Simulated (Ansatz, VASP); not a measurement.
**GaGe3 in VASP and in Ansatz**

File INCAR:

```
  ALGO = Normal
  EDIFF = 1E-6
  ENCUT = 520
  GGA = PS
  ISIF = 2
  ISMEAR = -1
  LASPH = T
  LCHARG = T
  LELF = T
  LREAL = F
  LVHAR = T
  LWAVE = F
  NBANDS = 36
  NELM = 100
  PREC = Accurate
  SIGMA = 0.05
```

KPOINTS

```
k-points
0
Gamma
  6 6 6
```

File POSCAR:

```
GaGe3
1.0
    4.3347680618      0.0000000000      0.0000000000
    0.0000000000      4.3347680618      0.0000000000
    0.0000000000      0.0000000000      4.3347680618
Ge Ga
3 1
Direct
    0.5000000000      0.5000000000      0.0000000000
    0.5000000000      0.0000000000      0.5000000000
    0.0000000000      0.5000000000      0.5000000000
    0.0000000000      0.0000000000      0.0000000000
```

File input.yaml:

```yaml
crystal:
  lattice:
    - [4.3347680618, 0.0, 0.0]
    - [0.0, 4.3347680618, 0.0]
    - [0.0, 0.0, 4.3347680618]
  atoms:
    - { symbol: Ge, position: [0.5, 0.5, 0.0] }
    - { symbol: Ge, position: [0.5, 0.0, 0.5] }
    - { symbol: Ge, position: [0.0, 0.5, 0.5] }
    - { symbol: Ga, position: [0.0, 0.0, 0.0] }
hamiltonian:
  xc: pbesol
  pseudopotentials: { kind: paw }
kpoints:
  mp_grid: { grid: [6, 6, 6] }
scf:
  occupations: { method: fermi_dirac, width: 0.05 }
output:
  forces: true
  stress: true
  eigenvalues: true
```

The cell comes from a database or a generator and needn't be the stable form of this composition.

Alike in both runs: task single point; functional PBEsol; k mesh 6 × 6 × 6; occupations fermi-dirac, width 0.05 eV; no spin polarisation.

```csv
,VASP,Ansatz
version,VASP 6.6.1,Ansatz 0.2.0
potentials or method,"VASP PAW PBE potentials, release 64 (Ge_d, Ga_d)",Ansatz PAW
plane-wave cutoff (eV),520,420
valence electrons in the cell,55,55
```

|  | VASP | Ansatz | Ansatz less VASP |
| --- | --- | --- | --- |
| gap on the k mesh at the Fermi level (eV) | none | none | - |
| pressure (GPa) | -5.2 | -5.2 | -0.02 |

A gap of «none» marks a metal or a gap that the smearing closes.

Caveats: the PAW data sets were made with another functional, which shifts forces and pressure a little (VASP); the PAW data sets come from PBE, with cores solved anew for the run's functional, which leaves a small shift of forces and pressure (Ansatz).
